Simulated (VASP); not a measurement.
```
CELL_PARAMETERS angstrom
     -2.99930     2.82960     1.55230
      2.99930    -2.82960     1.55230
      2.99930     2.82960    -1.55230
ATOMIC_POSITIONS crystal
  Sn 0.25000 0.75000 0.50000
  Sn 0.00000 0.00929 0.00929
```

Level of theory: PBE GGA, VASP's PBE PAW potentials (set 64) (plane waves; VASP). Run with 520 eV cut-off, 12×12×12 Γ-centred mesh, first-order Methfessel-Paxton smearing of 0.10 eV, potentials Sn.

Unless said otherwise, spin-orbit coupling is left out, though it shifts the bands of the heavy elements here.

Q: Predict the energy per atom (σ→0), pressure, largest force, band gap (on the k-mesh) with the smallest direct gap where there is one.

A: 
| Property | Result |
|---|---|
| band gap (on the k-mesh) | none (metal, semimetal or under 0.01 eV) |
| energy per atom (σ→0) | -3.752 eV/atom |
| pressure | 4.58 GPa |
| largest force | 0.215 eV/Å |

The absolute energy has meaning only against runs of the same code, potentials and settings.

The compound is Sn in the beta structure. The cell was not relaxed at this level. The run is one of a series of settings (ENCUT = 520, POTCAR Sn (PBE.64 set) against the base run), some of them coarse on purpose.
